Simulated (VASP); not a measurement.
Input for VASP

**POSCAR**
```
VN
1
    0.0000000000     2.0700000000     2.0700000000
    2.0700000000     0.0000000000     2.0700000000
    2.0700000000     2.0700000000     0.0000000000
V N
1 1
Direct
  0.0000000000   0.0000000000   0.0000000000
  0.5000000000   0.5000000000   0.5000000000
```

### KPOINTS
```
Automatic mesh
0
Gamma
14 14 14
0 0 0
```

INCAR:
```
# general
SYSTEM   =  VN
PREC     =  Accurate
ENCUT    =  520   # plane-wave cut-off (eV)
LREAL    =  F
LASPH    =  T

# electronic loop
EDIFF    =  1E-6   # SCF stop (eV)
NELM     =  100
ALGO     =  Normal   # blocked Davidson
LMAXMIX  =  4

# smearing
ISMEAR   =  1   # Methfessel-Paxton
SIGMA    =  0.1   # width (eV)

# functional
GGA      =  PE

# ions
ISIF     =  2

# output
LWAVE    =  F
LCHARG   =  F
```

POTCAR, in this order: V_sv N (PBE.64 set). Program: vasp_std.

Task: Write an equivalent input for Ansatz.

Result: One equivalent input (not run):
Ansatz 0.2 input:
```yaml
crystal:
  lattice:
    - [0.0000000, 2.0700000, 2.0700000]
    - [2.0700000, 0.0000000, 2.0700000]
    - [2.0700000, 2.0700000, 0.0000000]
  atoms:
    - { symbol: V, position: [0.0000000, 0.0000000, 0.0000000] }
    - { symbol: N, position: [0.5000000, 0.5000000, 0.5000000] }
kpoints:
  mp_grid: { grid: [14, 14, 14] }
hamiltonian:
  xc: pbe
  pseudopotentials: { kind: paw }
scf:
  occupations: { method: methfessel_paxton, width: 0.1 }
  max_iter: 100
output: { forces: true, stress: true, eigenvalues: true }
```
The two are equivalent in intent, not identical: each code has its own PAW files, so the cut-off isn't converted (ENCUT is set for VASP's; basis.ecutwfc is left out, and Ansatz then takes the one that its files recommend); Ansatz stops its SCF on the density residual and VASP on the energy change (EDIFF).

The compound is VN in the rock salt structure, which distorts at low temperature. The cell was not relaxed at this level.
